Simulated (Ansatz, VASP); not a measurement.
# Cross-check of CoH3 between VASP and Ansatz, part 2 of 2

Wanted: the spread between two codes on one cell, functional and k mesh. The cell is taken from a series of runs on this material, whose earlier steps may have relaxed, scaled, displaced or heated it; both programs get it as it stands.

VASP 6.6.1 and Ansatz 0.2.0.

So far: The starting structure; VASP: zone-centre phonons, PBE.

## Step 3: Ansatz: zone-centre phonons, PBE

Level of this step: Ansatz beside VASP: Kohn-Sham DFT, plane waves, PBE (Ansatz).

Ansatz runs on norm-conserving files, of PseudoDojo where its log says so.

The same cell, functional, mesh and smearing now go to Ansatz, which takes its cutoff from its data sets.

input.yaml reads:

```yaml
crystal:
  lattice:
    - [1.8405615736, 1.06264872, 1.5601444796]
    - [-1.8405615736, 1.06264872, 1.5601444796]
    - [0.0, -2.12529744, 1.5601444796]
  atoms:
    - { symbol: Co, position: [0.9840575379, 0.9840575379, 0.9840575379] }
    - { symbol: H, position: [0.542033491, 0.542033491, 0.019797413] }
    - { symbol: H, position: [0.019797413, 0.542033491, 0.542033491] }
    - { symbol: H, position: [0.542033491, 0.019797413, 0.542033491] }
kpoints:
  mp_grid: { grid: [15, 15, 15] }
hamiltonian:
  xc: pbe
  pseudopotentials: { kind: nc }
scf:
  occupations: { method: methfessel_paxton, width: 0.2 }
output:
  eigenvalues: true
phonons:
  method: dfpt
```

Run with:

```sh
$ ansatz run input.yaml --threads 4 --pin off --max-ram 7168MiB --backend cpu --events-out ev --progress --plain --runs-dir out
```

Numbers of over 12 decimals in the logs are rounded to 6 here.

Output:

```text
zone centre: on kpoints.mp_grid the ground state, and the responses unless they are solved on pairs of k-points, stand on 904 of the mesh's 3375 k-points, reduced under 2 symmetry operations, with k and −k counted as one. Each operation leaves every solved displacement unchanged or reverses it
Engine: ansatz 0.2.0, aarch64-unknown-linux-gnu
Pseudopotentials: kind: nc
Pseudopotential: Co, nc, valence charge 17, recommended cutoff 1306.14654 eV (normal), Co.nc.azcp (PseudoDojo's, or run here from an input of PseudoDojo's: the run reads no file of this project's for it)
Pseudopotential: H, nc, valence charge 1, recommended cutoff 979.609905 eV (normal), H.nc.azcp
Functional definition: PBE
  parameter kappa = 0.804
  parameter beta = 0.066725
  exchange = pbe_x(kappa = kappa, mu = beta*pi^2/3)
  correlation = pbe_c(beta = beta)
Crystal: 4 atoms, lattice volume = 18.309 Å³
Basis set: ecut = 1306.14654 eV, 1983 PW (Γ), exchange–correlation on 64×64×64 points (8 copies of the dense FFT grid, shifted against one another)
Bands: 14, of which v1, the nominal top of the filled ones, is band 10 counted from 1 (9 counted from 0)
Symmetry: 6 space group operations
k-points: 904 of 3375 (irreducible under 2 space group operations, time reversal used)
Non-local potential: Co, projectors of the file, l = 0: 2, l = 1: 2, l = 2: 2
Non-local potential: H, projectors of the file, l = 0: 2, l = 1: 1
Initial density: superposition of atomic densities (chi_scale 0.1, normalization cell, long waves kept (reshape's long-wave potential 0.00 eV rms))
Initial wavefunctions: pseudopotential atomic-orbital guess
Functional: x = pbe(κ = 0.804, μ = 0.219515), c = pbe(β = 0.066725)
SCF iter   1: F=—  HF=-4211.053476 eV  |F-HF|=—  |Δ(HF+E_count)|=         —  Δρ=9.27e-2  dr2=4.44e-1  ethr=3.10e-3  ⟨swp⟩=5.5  Hψ=60564  notcnv=0
preconditioner: auto → none  [metal: Δε(μ)=0.005 eV  Ē_g=10.398 eV  σ=0.200 eV  W_gap=0.02  n_scr=6 (ndim 8)  ℏωp=30.1 eV  f_vac=0.000  D(μ)=0.66/eV (n_scr^D=6)  sad-step TF]
SCF iter   2: F=—  HF=-4210.974131 eV  |F-HF|=—  |Δ(HF+E_count)|=   7.93e-2  S|Δr|=    0.00e0  Δρ=5.13e-2  dr2=1.67e-1  ethr=2.22e-3  ⟨swp⟩=1.0  Hψ=19892  notcnv=0
SCF iter   3: F=—  HF=-4211.005546 eV  |F-HF|=—  |Δ(HF+E_count)|=   3.14e-2  S|Δr|=    0.00e0  Δρ=5.46e-2  dr2=4.22e-1  ethr=8.34e-4  ⟨swp⟩=2.3  Hψ=24396  notcnv=0  defer=1  recentre
SCF iter   4: F=—  HF=-4210.932387 eV  |F-HF|=—  |Δ(HF+E_count)|=   7.32e-2  S|Δr|=    0.00e0  Δρ=1.04e-2  dr2=5.82e-3  ethr=8.34e-4  ⟨swp⟩=2.7  Hψ=25989  notcnv=0  defer=14
SCF iter   5: F=—  HF=-4210.931966 eV  |F-HF|=—  |Δ(HF+E_count)|=   4.21e-4  S|Δr|=    0.00e0  Δρ=8.69e-4  dr2=7.44e-5  ethr=2.91e-5  ⟨swp⟩=2.1  Hψ=18716  notcnv=0  defer=14
SCF iter   6: F=—  HF=-4210.931966 eV  |F-HF|=—  |Δ(HF+E_count)|=   2.55e-7  S|Δr|=    0.00e0  Δρ=1.82e-4  dr2=2.48e-6  ethr=3.72e-7  ⟨swp⟩=2.7  Hψ=22398  notcnv=0  defer=14
SCF iter   7: F=—  HF=-4210.931964 eV  |F-HF|=—  |Δ(HF+E_count)|=   1.63e-6  S|Δr|=    0.00e0  Δρ=3.80e-5  dr2=1.03e-7  ethr=1.24e-8  ⟨swp⟩=2.5  Hψ=20194  notcnv=0  defer=14
SCF iter   8: F=—  HF=-4210.931964 eV  |F-HF|=—  |Δ(HF+E_count)|=   3.21e-8  S|Δr|=    0.00e0  Δρ=1.12e-5  dr2=5.40e-9  ethr=5.14e-10  ⟨swp⟩=2.0  Hψ=21296  notcnv=0  defer=14
SCF iter   9: F=—  HF=-4210.931964 eV  |F-HF|=—  |Δ(HF+E_count)|=  9.63e-10  S|Δr|=    0.00e0  Δρ=2.05e-6  dr2=2.38e-10  ethr=2.70e-11  ⟨swp⟩=2.7  Hψ=22871  notcnv=0  defer=14
SCF iter  10: F=-4210.931964 eV  HF=-4210.931964 eV  |F-HF|=9.09e-13  |Δ(HF+E_count)|=  4.09e-11  S|Δr|=    0.00e0  Δρ=3.97e-7  dr2=5.51e-12  ethr=1.00e-12  ⟨swp⟩=5.4  Hψ=75252  notcnv=0
SCF 1 converged in 10 iterations: F = -4210.931964 eV  dr2 = 5.51e-12
DFPT response loops at Γ: preconditioner auto → Kerker (q_TF=auto, 2.769 Å⁻¹) (partly filled bands, converged f_vac=0.000); β = 1.00, the filter's whole step (`scf.mixing.beta` (0.50) is not read by the response loops under this deck's `scf.mixing.preconditioner`; to damp them name `kerker` or `kerker_dos`, under which they read `scf.mixing.beta`, and type it under 1.00, their step now; both keys bind the ground state too); Broyden in place of MSR1
SCF converged after 10 iterations
Stability not checked: this state was not tested for a lower state beside it, because cold or Methfessel-Paxton smearing, or corrected tetrahedra, fill the levels in a way that the test cannot read (fill_not_monotonic; see scf.lower_state_search)
Free energy (F): -4210.931964 eV
Harris-Foulkes:  -4210.931964 eV  (|F-HF|=9.09e-13)
Internal energy: -4210.933683 eV  (E = F + TS)
E sigma→0 (E₀):  -4210.932394 eV
Entropy (-TS):   0.001719 eV (0.430 meV/atom)
Fermi energy:    13.534557 eV
--- Per-component energies (eV) ---
  E_band       = -320.100922
  E_kinetic    = 1892.641421
  E_local      = -3643.743683  (includes V_loc(G=0)·N_el)
  E_nonlocal   = -520.221331
  E_hartree    = 1280.879585
  E_xc         = -792.450693
  E_vxc        = -610.536467  (∫ρ·V_xc dr)
  E_ewald      = -2428.038981
  E_smearing   = 0.001719  (= −TS)
  E_closure    = 0.000000  (closes the sum)
  Σ components = -4210.931964   (vs F -4210.931964, Δ=0.00e0)
--- Band table (eV; the first three rows and the last of 904) ---
  k-point 0: bands = [... 6 lower, 8.9496, 12.6266, 12.6266, 12.6476, 18.9700, 18.9700, 23.5831, 24.3787]
  k-point 1: bands = [... 6 lower, 8.9929, 12.5696, 12.5902, 12.6397, 18.4555, 18.9456, 23.5290, 24.4892]
  k-point 2: bands = [... 6 lower, 9.1188, 12.4139, 12.4609, 12.6478, 17.2860, 18.8582, 23.7046, 24.8271]
  k-point 903: bands = [... 6 lower, 7.5218, 13.1343, 13.1577, 15.5614, 16.8275, 17.1657, 19.1712, 19.7311]
--- Phonons (Γ-DFPT): 5 representative perturbations + reference, on 904 of 3375 k-points (Σ response iterations 17) ---
  k mesh reduced under 2 symmetry operations, with k and −k counted as one. Each operation leaves every solved displacement unchanged or reverses it
  ASR residual: 9.436e-4 → 0.000e0 eV/Å²; symmetrization residual: 2.382e-6 eV/Å²
  ASR residual per site (eV/Å²): 9.44e-4 1.97e-5 1.75e-5 1.75e-5
  Γ frequencies (cm⁻¹): 0.00 0.00 0.00 141.57 142.19 142.19 629.01 792.78 792.78 1012.28 1012.28 1125.56
  non-analytic LO–TO correction: not included (Born effective charges unavailable; polar crystals: no LO–TO splitting at Γ)
```

## Step 4: Comparison

Known differences besides the potentials themselves: the data sets hold 20 valence electrons in Ansatz (on norm-conserving files, of PseudoDojo where its log says so) and 12 in VASP; the cutoff is 1306.15 eV in Ansatz and 600 eV in VASP. Total energies have different zeros and are not compared.

Zone-centre modes by rising frequency (cm⁻¹; imaginary ones negative):

| program | modes |
| --- | --- |
| Ansatz | 0.0, 0.0, 0.0, 141.6, 142.2, 142.2, 629.0, 792.8, 792.8, 1012.3, 1012.3, 1125.6 |
| VASP | -0.8, -0.8, -0.1, 153.9, 153.9, 157.9, 635.5, 808.7, 808.7, 1015.6, 1015.6, 1132.6 |

The two lists differ in the order or number of single and degenerate modes, so they aren't paired one by one; the r.m.s. figure in the results sets the two lists side by side in order.

## Step 5: Outcome

| Quantity | Value |
| --- | --- |
| r.m.s. difference of the optical zone-centre modes, each program's sorted by frequency (zone-centre phonons, PBE) | 11 cm⁻¹ |

In words: The r.m.s. difference of the optical zone-centre modes, each program's sorted by frequency is 11 cm⁻¹ (zone-centre phonons, PBE). The data sets hold unlike numbers of valence electrons (20 in Ansatz and 12 in VASP), so part of the differences comes from the potentials. What causes the difference of the zone-centre phonons, PBE pair stays open here. Such differences can come from data sets, numerical settings and the points named under the comparisons, not from the functional's error against experiment.

[Lines on the potential files, build, host, timing and source positions are cut from VASP's logs without a mark.]

[Logs are printed without paths, hosts, clocks, repeated set-up lines and the standing remarks that a program may print on its own settings, such as how far it seeks lower states.]

[Hosts, paths, dates, database ids (printed as entryN), source tags and the programs' standing remarks are cut or masked in the printed files.]
